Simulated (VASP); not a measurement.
Method: optB86b-vdW, VASP's PBE PAW potentials (set 64) (plane waves; VASP).

VASP input:

### POSCAR
```
CdSe
1.0
  2.1622727506  -3.7451660235   0.0000000000
  2.1622727506   3.7451660235   0.0000000000
  0.0000000000   0.0000000000   7.0344088285
Cd Se
2 2
Direct
  0.6666670000   0.3333330000   0.5001200235
  0.3333330000   0.6666670000   0.0001200235
  0.6666670000   0.3333330000   0.8758799765
  0.3333330000   0.6666670000   0.3758799765
```

### INCAR
```
SYSTEM = CdSe
PREC = Accurate; ENCUT = 520; LREAL = .FALSE.
LASPH = .TRUE.
EDIFF = 1E-6; NELM = 100; ALGO = Normal
LMAXMIX = 4
ISMEAR = 0; SIGMA = 0.05
GGA = MK; LUSE_VDW = .TRUE.; AGGAC = 0.0
PARAM1 = 0.1234; PARAM2 = 1.0
IBRION = 2; NSW = 60; ISIF = 3
EDIFFG = -0.02
LWAVE = .FALSE.; LCHARG = .FALSE.
```

File KPOINTS:
```
kpoints
0
G
  5 5 3
```

POTCAR, in this order: Cd Se (PBE.64 set). Program: vasp_std.

What VASP printed:

### OSZICAR
```
       N       E                     dE             d eps       ncg     rms          rms(c)
DAV:   1     0.251622729191E+03    0.25162E+03   -0.17112E+04   440   0.146E+03
DAV:   2     0.110164207442E+02   -0.24061E+03   -0.23615E+03   500   0.349E+02
DAV:   3    -0.198679096299E+01   -0.13003E+02   -0.12929E+02   530   0.809E+01
DAV:   4    -0.210072333104E+01   -0.11393E+00   -0.11390E+00   464   0.742E+00
DAV:   5    -0.210173780121E+01   -0.10145E-02   -0.10144E-02   536   0.642E-01    0.866E+00
DAV:   6    -0.136671023077E+01    0.73503E+00   -0.17219E+00   518   0.132E+01    0.677E+00
DAV:   7    -0.133838719752E+01    0.28323E-01   -0.60014E-01   488   0.431E+00    0.270E+00
DAV:   8    -0.133611890466E+01    0.22683E-02   -0.68072E-02   476   0.292E+00    0.361E-01
DAV:   9    -0.133570243650E+01    0.41647E-03   -0.10190E-02   488   0.130E+00    0.122E-01
DAV:  10    -0.133576328944E+01   -0.60853E-04   -0.96303E-04   488   0.383E-01    0.742E-02
DAV:  11    -0.133583317965E+01   -0.69890E-04   -0.19914E-04   470   0.104E-01    0.200E-02
DAV:  12    -0.133581325569E+01    0.19924E-04   -0.10846E-04   538   0.106E-01    0.715E-03
DAV:  13    -0.133581440438E+01   -0.11487E-05   -0.11371E-05   476   0.243E-02    0.646E-03
DAV:  14    -0.133581421396E+01    0.19041E-06   -0.10081E-06   340   0.660E-03
   1 F= -.13358142E+01 E0= -.13358142E+01  d E =-.133581E+01
       N       E                     dE             d eps       ncg     rms          rms(c)
DAV:   1    -0.160650893577E+01   -0.27069E+00   -0.59653E+00   458   0.266E+01    0.403E+00
DAV:   2    -0.137391464288E+01    0.23259E+00   -0.62472E-01   446   0.100E+01    0.136E+00
DAV:   3    -0.134866824916E+01    0.25246E-01   -0.66665E-02   470   0.224E+00    0.122E+00
DAV:   4    -0.134403994672E+01    0.46283E-02   -0.61777E-03   452   0.476E-01    0.237E-01
DAV:   5    -0.134355989654E+01    0.48005E-03   -0.18288E-03   524   0.476E-01    0.489E-02
DAV:   6    -0.134357297399E+01   -0.13077E-04   -0.19120E-04   440   0.122E-01    0.203E-02
DAV:   7    -0.134357587494E+01   -0.29009E-05   -0.49153E-06   454   0.150E-02    0.517E-03
DAV:   8    -0.134357629721E+01   -0.42227E-06   -0.70947E-07   292   0.911E-03
   2 F= -.13435763E+01 E0= -.13435763E+01  d E =-.776208E-02
       N       E                     dE             d eps       ncg     rms          rms(c)
DAV:   1    -0.135893448196E+01   -0.15359E-01   -0.32474E-01   458   0.608E+00    0.876E-01
DAV:   2    -0.134586118101E+01    0.13073E-01   -0.36726E-02   446   0.242E+00    0.287E-01
DAV:   3    -0.134453788142E+01    0.13233E-02   -0.40124E-03   464   0.532E-01    0.255E-01
DAV:   4    -0.134436453378E+01    0.17335E-03   -0.30336E-04   446   0.127E-01    0.394E-02
DAV:   5    -0.134434307864E+01    0.21455E-04   -0.12225E-04   518   0.129E-01    0.178E-02
DAV:   6    -0.134434486258E+01   -0.17839E-05   -0.12519E-05   446   0.329E-02    0.552E-03
DAV:   7    -0.134434466888E+01    0.19370E-06   -0.21127E-07   220   0.352E-03
   3 F= -.13443447E+01 E0= -.13443447E+01  d E =-.853045E-02
```

### OUTCAR
```
------------------------ aborting loop because EDIFF is reached ----------------------------------------
  FORCE on cell =-STRESS in cart. coord.  units (eV):
  Direction    XX          YY          ZZ          XY          YZ          ZX
  --------------------------------------------------------------------------------------
  Total       -0.0239136     -0.0239136      0.0346682      0.0000000      0.0000000      0.0000000
  in kB       -0.3291006     -0.3291006      0.4771052      0.0000000      0.0000000      0.0000000
  external PRESSURE =      -0.0603653 kB  Pullay stress =       0.0000000 kB
  volume of cell :      116.42
      direct lattice vectors                 reciprocal lattice vectors
     2.176489953 -3.769790936 -0.000000000     0.229727686 -0.132633350 -0.000000000
     2.176489953  3.769790936  0.000000000     0.229727686  0.132633350  0.000000000
     0.000000000 -0.000000000  7.094527961     0.000000000 -0.000000000  0.140953705
  FREE ENERGIE OF THE ION-ELECTRON SYSTEM (eV)
  ---------------------------------------------------
  free  energy   TOTEN  =        -1.3443446689 eV

  energy  without entropy=       -1.3443446689  energy(sigma->0) =       -1.34434467

 reached required accuracy - stopping structural energy minimisation
```
(Selected blocks of OUTCAR.)

CONTCAR:
```
CdSe
   1.00000000000000
     2.1764899532748192   -3.7697909361330857   -0.0000000000000000
     2.1764899532748192    3.7697909361330857    0.0000000000000000
     0.0000000000000000   -0.0000000000000000    7.0945279614749248
  Cd              Se
     2     2
Direct
     0.6666669999999968    0.3333330000000032    0.5000500921047296
     0.3333330000000032    0.6666669999999968    0.0000500921047296
     0.6666669999999968    0.3333330000000032    0.8759499078952752
     0.3333330000000032    0.6666669999999968    0.3759499078952752
```

Energy and stress use the plane-wave basis of the starting cell.

The compound is CdSe in the wurtzite structure. This run relaxes it. Symmetry was kept, so distortions that lower it aren't found.
